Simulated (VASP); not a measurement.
# TiP (Badengzhuite) under strain, part 3 of 5

How does the pressure of TiP (Badengzhuite) answer to a change of volume? The bands are shown for each cell. All runs use PBEsol. Left out of this account: 1 further run (fields: a reference on another mesh). The start is a cell from a database of measured crystal structures.

VASP 6.6.1; PBEsol; plane waves and PAW (Ti_sv, P).

So far, pressure (GPa): step 2 (bands, cell as listed) -5.29; step 3 (cell volume +4.0 %) -9.89.

The database entry behind the starting cell has ideal inner coordinates that were not refined, so it need not match the best structure at ambient conditions.

## (4) Bands, volume times 1.08

The cell is expanded evenly, with fractional positions held.

The input, INCAR:

```
SYSTEM = TiP
PREC = Accurate
ENCUT = 400
EDIFF = 1E-06
NELM = 100
ISMEAR = -1
SIGMA = 0.05
LREAL = .FALSE.
ALGO = Normal
GGA = PS
NBANDS = 54
LASPH = .TRUE.
LORBIT = 11
LWAVE = .FALSE.
LCHARG = .FALSE.
KPAR = 8
```

The input, POSCAR:

```
TiP
1.0
    3.6042873004      0.0000000000      0.0000000000
   -1.8021436502      3.1214043647      0.0000000000
    0.0000000000      0.0000000000     12.0553304241
Ti P
4 4
Direct
    0.3333333333      0.6666666667      0.1250000000
    0.6666666667      0.3333333333      0.6250000000
    0.3333333333      0.6666666667      0.3750000000
    0.6666666667      0.3333333333      0.8750000000
    0.0000000000      0.0000000000      0.0000000000
    0.0000000000      0.0000000000      0.5000000000
    0.6666666667      0.3333333333      0.2500000000
    0.3333333333      0.6666666667      0.7500000000
```

The input, KPOINTS:

```
Automatic mesh
0
Gamma
10 10 3
0 0 0
```

The input, KPOINTS_OPT:

```
Line mode
12
Line-mode
Reciprocal
  0.00000000   0.00000000   0.00000000 GAMMA
  0.50000000   0.00000000   0.00000000 M

  0.50000000   0.00000000   0.00000000 M
  0.33333333   0.33333333   0.00000000 K

  0.33333333   0.33333333   0.00000000 K
  0.00000000   0.00000000   0.00000000 GAMMA

  0.00000000   0.00000000   0.00000000 GAMMA
  0.00000000   0.00000000   0.50000000 A

  0.00000000   0.00000000   0.50000000 A
  0.50000000   0.00000000   0.50000000 L

  0.50000000   0.00000000   0.50000000 L
  0.33333333   0.33333333   0.50000000 H

  0.33333333   0.33333333   0.50000000 H
  0.00000000   0.00000000   0.50000000 A

  0.50000000   0.00000000   0.50000000 L
  0.50000000   0.00000000   0.00000000 M

  0.33333333   0.33333333   0.00000000 K
  0.33333333   0.33333333   0.50000000 H
```

The projector-augmented-wave data sets are Ti_sv and P (PBE family, release 64).

The run is started by

```
$ mpirun -np 8 vasp_std
```

Log:

```text
[... set-up lines as in an earlier step ...]
 entering main loop
       N       E                     dE             d eps       ncg     rms          rms(c)
DAV:   1     0.761033008605E+03    0.76103E+03   -0.26700E+04  3024   0.117E+03
DAV:   2     0.289954821805E+02   -0.73204E+03   -0.69842E+03  3024   0.401E+02
DAV:   3    -0.652074877861E+02   -0.94203E+02   -0.91354E+02  4150   0.133E+02
DAV:   4    -0.761946319869E+02   -0.10987E+02   -0.10873E+02  4640   0.394E+01
DAV:   5    -0.767129644670E+02   -0.51833E+00   -0.51791E+00  4378   0.795E+00    0.237E+01
DAV:   6    -0.662365223551E+02    0.10476E+02   -0.49244E+01  4094   0.429E+01    0.840E+00
DAV:   7    -0.656968920855E+02    0.53963E+00   -0.79838E+00  3556   0.176E+01    0.608E+00
DAV:   8    -0.657903241378E+02   -0.93432E-01   -0.19663E+00  3642   0.889E+00    0.444E+00
DAV:   9    -0.655691986509E+02    0.22113E+00   -0.58776E-01  3566   0.573E+00    0.728E-01
DAV:  10    -0.655745564007E+02   -0.53577E-02   -0.47565E-02  4152   0.830E-01    0.440E-01
DAV:  11    -0.655761449548E+02   -0.15886E-02   -0.14677E-02  4110   0.660E-01    0.338E-01
DAV:  12    -0.655742859994E+02    0.18590E-02   -0.54925E-03  3968   0.452E-01    0.297E-02
DAV:  13    -0.655742833357E+02    0.26637E-05   -0.31143E-04  3534   0.844E-02    0.384E-02
DAV:  14    -0.655742815797E+02    0.17560E-05   -0.16219E-05  4328   0.191E-02    0.109E-02
DAV:  15    -0.655742799165E+02    0.16631E-05   -0.22210E-06  2956   0.989E-03    0.241E-03
DAV:  16    -0.655742791893E+02    0.72727E-06   -0.31228E-07  1980   0.244E-03
   1 F= -.65574279E+02 E0= -.65553794E+02  d E =-.409694E-01
 Start KPOINTS_OPT (optional k-point list driver)
k-point batch [1-28\108]
       N       E                     dE             ncg
DAV:   1    -0.168785759384E+04   -0.46886E+05     3024
DAV:   2    -0.217590467519E+05   -0.20071E+05     3048
DAV:   3    -0.243097311610E+05   -0.25507E+04     3960
DAV:   4    -0.246416885757E+05   -0.33196E+03     4606
DAV:   5    -0.246600110163E+05   -0.18322E+02     4196
DAV:   6    -0.246603354322E+05   -0.32442E+00     4182
DAV:   7    -0.246603442475E+05   -0.88153E-02     4244
DAV:   8    -0.246603443476E+05   -0.10011E-03     4078
DAV:   9    -0.246603443498E+05   -0.21913E-05     2908
DAV:  10    -0.246603443500E+05   -0.20146E-06     2294
[...]
k-point batch [85-108\108]
       N       E                     dE             ncg
DAV:   1    -0.804040156164E+03   -0.52215E+05     2592
DAV:   2    -0.180156363928E+05   -0.17212E+05     2630
DAV:   3    -0.201829141062E+05   -0.21673E+04     3378
DAV:   4    -0.204578136427E+05   -0.27490E+03     4042
DAV:   5    -0.204721623810E+05   -0.14349E+02     3584
DAV:   6    -0.204723821261E+05   -0.21975E+00     3670
DAV:   7    -0.204723880399E+05   -0.59139E-02     3646
DAV:   8    -0.204723881030E+05   -0.63072E-04     3474
DAV:   9    -0.204723881042E+05   -0.12046E-05     2414
DAV:  10    -0.204723881044E+05   -0.18965E-06     1810
```

Wall time 61 s (8 MPI ranks of Intel Xeon Platinum 8259CL at 2.50GHz (Skylake/Cascade Lake), shared host); peak memory 2.9 GiB; 8 min of CPU time.

Parts of OUTCAR (step 4):

```text
  LATTYP: Found a hexagonal cell.
 ALAT       =     3.6042873004
 C/A-ratio  =     3.3447196129

 Found     28 irreducible k-points:

   ENCUT  =  400.0 eV  29.40 Ry    5.42 a.u.   5.88  5.88 19.66*2*pi/ulx,y,z

   NELECT =      68.0000    total number of electrons

 E-fermi :   8.0508

 k-point     1 :       0.0000    0.0000    0.0000
  band No.  band energies     occupation
    ...
     30       7.0677      2.00000
     31       7.7893      1.98935
     32       7.7893      1.98935
     33       7.8407      1.97050
     34       7.8407      1.97050
     35       8.3435      0.00572
     36       8.3435      0.00572
     37       8.3441      0.00565
     38       8.5829      0.00005
     39       8.5829      0.00005
    ...

 k-point     2 :       0.1000    0.0000    0.0000
  band No.  band energies     occupation
    ...
     30       6.8155      2.00000
     31       7.0973      2.00000
     32       7.3131      2.00000
     33       7.3574      2.00000
     34       7.9468      1.77776
     35       8.2499      0.03661
     36       8.2815      0.01962
     37       8.3598      0.00413
     38       8.5247      0.00015
     39       8.7702      0.00000
    ...

  Total      -11.5034369    -11.5034369    -11.5552274      0.0000000      0.0000000      0.0000000
  in kB     -135.8906714   -135.8906714   -136.5024745      0.0000000      0.0000000      0.0000000
  external PRESSURE =    -136.0946058 kB  Pullay stress =       0.0000000 kB

  energy-cutoff  :      400.00
  volume of cell :      135.63
      direct lattice vectors                 reciprocal lattice vectors
     3.604287300  0.000000000  0.000000000     0.277447361  0.160184309  0.000000000
    -1.802143650  3.121404365  0.000000000     0.000000000  0.320368617  0.000000000
     0.000000000  0.000000000 12.055330424     0.000000000  0.000000000  0.082950858

 POSITION                                       TOTAL-FORCE (eV/Angst)
 -----------------------------------------------------------------------------------
     -0.00000      2.08094      1.50692         0.000000     -0.000000     -1.097065
      1.80214      1.04047      7.53458        -0.000000     -0.000000     -1.097065
     -0.00000      2.08094      4.52075         0.000000     -0.000000      1.097065
      1.80214      1.04047     10.54841        -0.000000      0.000000      1.097065
      0.00000      0.00000      0.00000         0.000000     -0.000000      0.000000
      0.00000      0.00000      6.02767         0.000000     -0.000000      0.000000
      1.80214      1.04047      3.01383         0.000000      0.000000      0.000000
     -0.00000      2.08094      9.04150         0.000000      0.000000      0.000000
 -----------------------------------------------------------------------------------
    total drift:                               -0.000000      0.000000     -0.000000

  FREE ENERGIE OF THE ION-ELECTRON SYSTEM (eV)
  ---------------------------------------------------
  free  energy   TOTEN  =       -65.5742791893 eV

  energy  without entropy=      -65.5333097509  energy(sigma->0) =      -65.55379447

 total charge
# of ion       s       p       d       tot
------------------------------------------
    1        2.158   6.124   1.898  10.180
    2        2.158   6.124   1.898  10.180
    3        2.158   6.124   1.898  10.180
    4        2.158   6.124   1.898  10.180
    5        1.024   1.498   0.000   2.522
    6        1.024   1.498   0.000   2.522
    7        1.023   1.491   0.000   2.514
    8        1.023   1.491   0.000   2.514
--------------------------------------------------
tot         12.727  30.472   7.592  50.791

[... 4 parts as in an earlier step ...]

[... 7 further parts left out ...]
```

Numbers from this step:

```yaml
free_energy_toten: -65.5743 eV
energy_at_zero_smearing: -65.5538 eV
fermi_energy: 8.051 eV
pressure: -13.61 GPa
```

The electronic bands at the labelled points (eV, zero at the Fermi level; # counts the bands kept, so #1 is VASP's band 21):

```
          point    #11    #12    #13    #14    #15    #16   #17   #18
              Γ  -0.26  -0.26  -0.21  -0.21   0.29   0.29  0.29  0.53
0.55 of the way  -2.18  -1.40  -1.13  -0.36  -0.02   0.41  0.55  0.63
              M  -2.38  -1.66  -1.46  -0.54  -0.11   0.77  1.09  1.22
0.45 of the way  -2.66  -2.59  -0.38  -0.22   0.37   0.77  1.06  1.26
              K  -2.86  -2.86   0.19   0.61   0.61   0.80  0.91  1.00
0.45 of the way  -2.42  -2.24  -0.29  -0.08  -0.07   0.32  0.61  0.77
              Γ  -0.26  -0.26  -0.21  -0.21   0.29   0.29  0.29  0.53
0.45 of the way  -0.51  -0.51  -0.23  -0.23   0.11   0.11  0.31  0.50
              A  -1.11  -1.11  -0.10  -0.10  -0.10  -0.10  0.39  0.39
0.55 of the way  -1.70  -1.70  -0.92  -0.92   0.43   0.43  0.67  0.67
              L  -1.81  -1.81  -1.22  -1.22   0.60   0.60  1.19  1.19
0.55 of the way  -2.60  -2.60  -0.21  -0.21   0.71   0.71  1.11  1.11
              H  -2.69  -2.69   0.39   0.39   0.70   0.70  0.76  0.76
0.55 of the way  -2.04  -2.04  -0.48  -0.48   0.31   0.31  0.67  0.67
              A  -1.11  -1.11  -0.10  -0.10  -0.10  -0.10  0.39  0.39
      jump to L  -1.81  -1.81  -1.22  -1.22   0.60   0.60  1.19  1.19
0.55 of the way  -2.13  -1.55  -1.55  -0.80   0.15   0.88  0.96  1.22
              M  -2.38  -1.66  -1.46  -0.54  -0.11   0.77  1.09  1.22
      jump to K  -2.86  -2.86   0.19   0.61   0.61   0.80  0.91  1.00
0.55 of the way  -2.75  -2.75   0.26   0.58   0.64   0.64  0.87  0.87
              H  -2.69  -2.69   0.39   0.39   0.70   0.70  0.76  0.76
```

Of the projections kept (Ti, P), the largest for each band there; the rest of the weight can lie on other orbitals:

```
point      #11      #12      #13      #14      #15      #16      #17      #18
    Γ  Ti 1.00  Ti 1.00  Ti 1.00  Ti 1.00  Ti 0.87  Ti 0.87   P 0.93  Ti 1.00
    M  Ti 0.55  Ti 0.99   P 0.83  Ti 0.93  Ti 0.91  Ti 1.00  Ti 0.96  Ti 1.00
    K  Ti 0.52  Ti 0.52  Ti 1.00  Ti 0.94  Ti 0.94  Ti 1.00  Ti 0.94  Ti 0.95
    Γ  Ti 1.00  Ti 1.00  Ti 1.00  Ti 1.00  Ti 0.87  Ti 0.87   P 0.93  Ti 1.00
    A  Ti 0.70  Ti 0.70  Ti 1.00  Ti 1.00  Ti 1.00  Ti 1.00  Ti 0.60  Ti 0.60
    L   P 0.62   P 0.62  Ti 0.93  Ti 0.93  Ti 0.94  Ti 0.94  Ti 0.97  Ti 0.97
```

Force by atom:

```
atom  x (eV/Å)  y (eV/Å)  z (eV/Å)  size
 Ti1      0.00      0.00     -1.10  1.10
 Ti2      0.00      0.00     -1.10  1.10
 Ti3      0.00      0.00      1.10  1.10
 Ti4      0.00      0.00      1.10  1.10
  P5      0.00      0.00      0.00  0.00
  P6      0.00      0.00      0.00  0.00
  P7      0.00      0.00      0.00  0.00
  P8      0.00      0.00      0.00  0.00
```

 The pressure is -13.61 GPa.

For the pressure, step 2 gave -5.29 GPa; this run, with cell volume +8.0 %, gives -13.6 GPa.

## (5) Bands, sheared, principal strains -2.3, +0.7, +1.6 %

The cell is sheared at fixed volume, which lowers its symmetry.

INCAR is that of step 4.

Changes to POSCAR since step 4:

```diff
@@ -2,5 +2,5 @@
 1.0
-    3.6042873004      0.0000000000      0.0000000000
-   -1.8021436502      3.1214043647      0.0000000000
-    0.0000000000      0.0000000000     12.0553304241
+    3.5385490000     -0.0014410000     -0.0024860000
+   -1.7705220000      3.0717490000     -0.0431660000
+   -0.0083160000     -0.1715150000     11.5587020000
 Ti P
```

KPOINTS is that of step 4.

The input, KPOINTS_OPT:

```
Line mode
12
Line-mode
Reciprocal
 -0.50000000   0.50000000   0.00000000 X
  0.00000000   0.00000000   0.00000000 GAMMA

  0.00000000   0.00000000   0.00000000 GAMMA
  0.00000000   0.00000000  -0.50000000 Y

 -0.50000000   0.50000000  -0.50000000 L
  0.00000000   0.00000000   0.00000000 GAMMA

  0.00000000   0.00000000   0.00000000 GAMMA
  0.00000000  -0.50000000   0.50000000 Z

 -0.50000000   0.00000000   0.50000000 N
  0.00000000   0.00000000   0.00000000 GAMMA

  0.00000000   0.00000000   0.00000000 GAMMA
  0.00000000  -0.50000000   0.00000000 M

 -0.50000000   0.00000000   0.00000000 R
  0.00000000   0.00000000   0.00000000 GAMMA
```

The run is started by

```
$ mpirun -np 8 vasp_std
```

Log:

```text
[... set-up lines as in an earlier step ...]
 entering main loop
       N       E                     dE             d eps       ncg     rms          rms(c)
DAV:   1     0.768846676266E+03    0.76885E+03   -0.26684E+04 16416   0.119E+03
DAV:   2     0.298686084784E+02   -0.73898E+03   -0.70413E+03 16500   0.405E+02
DAV:   3    -0.648508778148E+02   -0.94719E+02   -0.91695E+02 22214   0.134E+02
DAV:   4    -0.758568154514E+02   -0.11006E+02   -0.10883E+02 25032   0.403E+01
DAV:   5    -0.763648887867E+02   -0.50807E+00   -0.50767E+00 23334   0.802E+00    0.256E+01
DAV:   6    -0.664855640031E+02    0.98793E+01   -0.43737E+01 22206   0.425E+01    0.785E+00
DAV:   7    -0.661670117402E+02    0.31855E+00   -0.65736E+00 19616   0.161E+01    0.670E+00
DAV:   8    -0.662341556050E+02   -0.67144E-01   -0.15436E+00 20188   0.786E+00    0.478E+00
DAV:   9    -0.660826163792E+02    0.15154E+00   -0.46705E-01 19688   0.510E+00    0.745E-01
DAV:  10    -0.660853228950E+02   -0.27065E-02   -0.32330E-02 23422   0.107E+00    0.597E-01
DAV:  11    -0.660870045078E+02   -0.16816E-02   -0.13290E-02 21468   0.928E-01    0.455E-01
DAV:  12    -0.660861377010E+02    0.86681E-03   -0.45395E-03 21604   0.538E-01    0.876E-02
DAV:  13    -0.660860131805E+02    0.12452E-03   -0.83198E-04 21478   0.189E-01    0.255E-02
DAV:  14    -0.660860111581E+02    0.20224E-05   -0.54607E-05 20444   0.451E-02    0.173E-02
DAV:  15    -0.660860074908E+02    0.36672E-05   -0.33932E-06 17886   0.111E-02    0.482E-03
DAV:  16    -0.660860076283E+02   -0.13745E-06   -0.10211E-06 12188   0.649E-03
   1 F= -.66086008E+02 E0= -.66067590E+02  d E =-.368347E-01
 Start KPOINTS_OPT (optional k-point list driver)
k-point batch [1-84\84]
       N       E                     dE             ncg
DAV:   1     0.734282405203E+04   -0.68309E+05     9072
DAV:   2    -0.541586883380E+05   -0.61502E+05     9090
DAV:   3    -0.620928169910E+05   -0.79341E+04    12370
DAV:   4    -0.631073050532E+05   -0.10145E+04    13218
DAV:   5    -0.631599778301E+05   -0.52673E+02    12780
DAV:   6    -0.631607979938E+05   -0.82016E+00    12614
DAV:   7    -0.631608232297E+05   -0.25236E-01    12890
DAV:   8    -0.631608234983E+05   -0.26852E-03    12306
DAV:   9    -0.631608235043E+05   -0.60351E-05     8762
DAV:  10    -0.631608235049E+05   -0.64234E-06     6604
```

Wall time 1.9 min (8 MPI ranks); peak memory 7.2 GiB.

OUTCAR, selected parts (step 5):

```text
   k-points           NKPTS =    152   k-points in BZ     NKDIM =    152   number of bands    NBANDS=     54

   ENCUT  =  400.0 eV  29.40 Ry    5.42 a.u.   5.77  5.78 18.85*2*pi/ulx,y,z

   NELECT =      68.0000    total number of electrons

 E-fermi :   8.9001

 k-point     1 :       0.0000    0.0000    0.0000
  band No.  band energies     occupation
    ...
     30       7.8555      2.00000
     31       8.5192      1.99902
     32       8.5295      1.99879
     33       8.6551      1.98524
     34       8.6691      1.98050
     35       9.1988      0.00508
     36       9.2094      0.00411
     37       9.4822      0.00002
     38       9.4900      0.00002
     39       9.5007      0.00001
    ...

  Total       -4.8802851     -5.0592995     -1.4784269      0.0566558      2.8951646      0.1438986
  in kB      -62.2631580    -64.5470404    -18.8619163      0.7228202     36.9367954      1.8358720
  external PRESSURE =     -48.5573716 kB  Pullay stress =       0.0000000 kB

 POSITION                                       TOTAL-FORCE (eV/Angst)
 -----------------------------------------------------------------------------------
     -0.00187      2.02591      1.41523        -0.003029     -0.087573     -1.496602
      1.76366      0.91576      7.20814        -0.005736     -0.090805     -1.496528
     -0.00395      1.98303      4.30491         0.005736      0.090805      1.496528
      1.76158      0.87288     10.09782         0.003029      0.087573      1.496602
      0.00000      0.00000      0.00000         0.000000     -0.000000      0.000000
     -0.00416     -0.08576      5.77935         0.000000     -0.000000      0.000000
      1.76678      0.98008      2.87363        -0.007528      0.002212     -0.002139
     -0.00707      1.91872      8.63942         0.007528     -0.002212      0.002139
 -----------------------------------------------------------------------------------
    total drift:                               -0.000000      0.000000      0.000000

  FREE ENERGIE OF THE ION-ELECTRON SYSTEM (eV)
  ---------------------------------------------------
  free  energy   TOTEN  =       -66.0860076283 eV

  energy  without entropy=      -66.0491729161  energy(sigma->0) =      -66.06759027

[... 1 part as in an earlier step ...]

[... 14 further parts left out ...]
```

The path and its labels are those of the sheared lattice, so a letter need not mean the same point as in the unstrained cell.

Numbers from this step:

```yaml
irreducible_k_points: 152
symmetry_operations: 2
free_energy_toten: -66.0860 eV
energy_at_zero_smearing: -66.0676 eV
fermi_energy: 8.900 eV
pressure: -4.856 GPa
```

The electronic bands at the labelled points (eV, zero at the Fermi level; # counts the bands kept, so #1 is VASP's band 21):

```
          point    #11    #12    #13    #14    #15    #16   #17   #18
              X  -2.40  -1.86  -1.54  -0.50  -0.05   0.90  1.33  1.40
0.55 of the way  -1.98  -1.40  -1.11  -0.22   0.04   0.31  0.46  0.55
              Γ  -0.38  -0.37  -0.24  -0.23   0.30   0.31  0.58  0.59
0.55 of the way  -0.67  -0.66  -0.32  -0.31   0.03   0.03  0.61  0.65
              Y  -1.21  -1.21  -0.19  -0.18  -0.18  -0.17  0.60  0.60
      jump to L  -1.94  -1.92  -1.32  -1.30   0.77   0.83  1.32  1.32
0.55 of the way  -1.91  -1.47  -1.07  -0.54   0.27   0.34  0.40  0.76
              Γ  -0.38  -0.37  -0.24  -0.23   0.30   0.31  0.58  0.59
0.45 of the way  -1.86  -1.46  -1.07  -0.56   0.28   0.36  0.40  0.76
              Z  -1.94  -1.89  -1.33  -1.30   0.73   0.87  1.32  1.32
      jump to N  -1.95  -1.93  -1.32  -1.30   0.77   0.84  1.32  1.32
0.45 of the way  -2.11  -1.63  -1.19  -0.73   0.42   0.45  0.53  0.86
              Γ  -0.38  -0.37  -0.24  -0.23   0.30   0.31  0.58  0.59
0.45 of the way  -1.98  -1.39  -1.11  -0.23   0.04   0.32  0.46  0.56
              M  -2.34  -1.86  -1.53  -0.51  -0.05   0.91  1.33  1.40
      jump to R  -2.39  -1.86  -1.55  -0.50  -0.05   0.90  1.33  1.40
0.55 of the way  -1.98  -1.41  -1.11  -0.22   0.04   0.31  0.45  0.55
              Γ  -0.38  -0.37  -0.24  -0.23   0.30   0.31  0.58  0.59
```

Of the projections kept (Ti, P), the largest for each band there; the rest of the weight can lie on other orbitals:

```
point      #11      #12      #13      #14      #15      #16      #17      #18
    X   P 0.58  Ti 0.98   P 0.82  Ti 0.91  Ti 0.90  Ti 1.00  Ti 0.99  Ti 0.96
    Γ  Ti 1.00  Ti 1.00  Ti 1.00  Ti 1.00  Ti 0.89  Ti 0.90  Ti 1.00  Ti 1.00
    Y  Ti 0.70  Ti 0.70  Ti 0.99  Ti 1.00  Ti 1.00  Ti 1.00  Ti 0.53  Ti 0.53
    L   P 0.61   P 0.61  Ti 0.89  Ti 0.90  Ti 0.94  Ti 0.94  Ti 0.97  Ti 0.97
    Γ  Ti 1.00  Ti 1.00  Ti 1.00  Ti 1.00  Ti 0.89  Ti 0.90  Ti 1.00  Ti 1.00
    Z   P 0.61   P 0.62  Ti 0.89  Ti 0.90  Ti 0.94  Ti 0.94  Ti 0.98  Ti 0.97
```

Force by atom:

```
atom  x (eV/Å)  y (eV/Å)  z (eV/Å)  size
 Ti1      0.00     -0.09     -1.50  1.50
 Ti2     -0.01     -0.09     -1.50  1.50
 Ti3      0.01      0.09      1.50  1.50
 Ti4      0.00      0.09      1.50  1.50
  P5      0.00      0.00      0.00  0.00
  P6      0.00      0.00      0.00  0.00
  P7     -0.01      0.00      0.00  0.01
  P8      0.01      0.00      0.00  0.01
```

 The pressure is -4.86 GPa, and the symmetry operations fall from 24 to 2.

(Continued in part 4 of 5.)

[Lines on the potential files, build, host, timing and source positions are cut from VASP's logs without a mark.]

[Logs are printed without paths, hosts, clocks, repeated set-up lines and the standing remarks that a program may print on its own settings, such as how far it seeks lower states.]

[Hosts, paths, dates, database ids (printed as entryN), source tags and the programs' standing remarks are cut or masked in the printed files.]

[A measured line is paired with the nearest computed mode of its activity, which favours agreement.]
